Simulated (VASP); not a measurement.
Input:

```yaml
crystal:
  lattice:
    - [2.76105, 0.00000, 0.00000]
    - [-1.38052, 2.39114, 0.00000]
    - [0.00000, 0.00000, 3.88009]
  atoms:
    - { symbol: V, position: [0.00000, 0.00000, 0.00000] }
    - { symbol: Si, position: [0.66667, 0.33333, 0.50000] }
```

Calculation: PBEsol GGA, VASP's PBE PAW potentials (set 64) (plane waves; VASP). Run with 400 eV cut-off, Gaussian smearing of 0.050 eV, potentials V_sv Si.

Q: Give the energies of bands 5 to 11 at the high-symmetry points, in eV from the Fermi level.

A: 
```json
[
 {"band": "5", "Γ": "-12.63", "M": "-7.03", "K": "-5.41", "A": "-11.40", "L": "-7.13", "H": "-5.65"},
 {"band": "6", "Γ": "-3.19", "M": "-6.12", "K": "-4.92", "A": "-7.07", "L": "-5.20", "H": "-4.77"},
 {"band": "7", "Γ": "-2.65", "M": "-3.28", "K": "-4.19", "A": "-0.98", "L": "-3.47", "H": "-3.17"},
 {"band": "8", "Γ": "0.06", "M": "-2.25", "K": "-2.48", "A": "0.16", "L": "-0.82", "H": "-2.67"},
 {"band": "9", "Γ": "0.06", "M": "0.69", "K": "-1.29", "A": "0.16", "L": "-0.13", "H": "-0.94"},
 {"band": "10", "Γ": "1.43", "M": "2.82", "K": "1.18", "A": "1.10", "L": "0.14", "H": "0.34"},
 {"band": "11", "Γ": "1.43", "M": "3.43", "K": "1.48", "A": "1.10", "L": "2.74", "H": "3.04"}
]
```

It has no gap at this level: it comes out as a metal or semimetal.

The structure was generated: VSi was put into the WC type (P-6m2), which need not be its known phase. It was relaxed first, which changed the volume by -15 %. The run is not spin-polarised, so no magnetic state was tried. The electron count is odd and the run is not spin-polarised, which forces a metal.
